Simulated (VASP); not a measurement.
**Dy (relaxed from the simple-cubic structure, space group Pm-3m): computed properties**

Method: r2SCAN meta-GGA, VASP's PBE PAW potentials (set 64) (plane waves; VASP).

```
Property                                                                                               Result
----------------------------------  -------------------------------------------------------------------------
space group                                                                                       Pm-3m (221)
cell                                a = 3.228 Å, b = 3.228 Å, c = 3.228 Å, α = 90.00°, β = 90.00°, γ = 90.00°
volume per atom                                                                                 33.63 Å³/atom
band gap (over mesh and band path)                                   none (metal, semimetal or under 0.01 eV)
density                                                                                            8.02 g/cm³
```

```cif
data_Dy
_chemical_formula_sum 'Dy1'
_space_group_name_H-M_alt 'P 1'
_space_group_IT_number 1
_cell_length_a 3.22789
_cell_length_b 3.22789
_cell_length_c 3.22789
_cell_angle_alpha 90.000
_cell_angle_beta 90.000
_cell_angle_gamma 90.000
loop_
_space_group_symop_operation_xyz
  'x, y, z'
loop_
_atom_site_label
_atom_site_type_symbol
_atom_site_fract_x
_atom_site_fract_y
_atom_site_fract_z
_atom_site_occupancy
Dy1 Dy 0.00000 0.00000 0.00000 1
```

The 4f electrons are frozen in the core of the lanthanide potential, so 4f levels, which can set the real gap, and their magnetism are missing.

The structure was generated: Dy was put into the simple-cubic type (Pm-3m), which need not be its known phase. It was relaxed first. Symmetry was kept, so distortions that lower it aren't found.
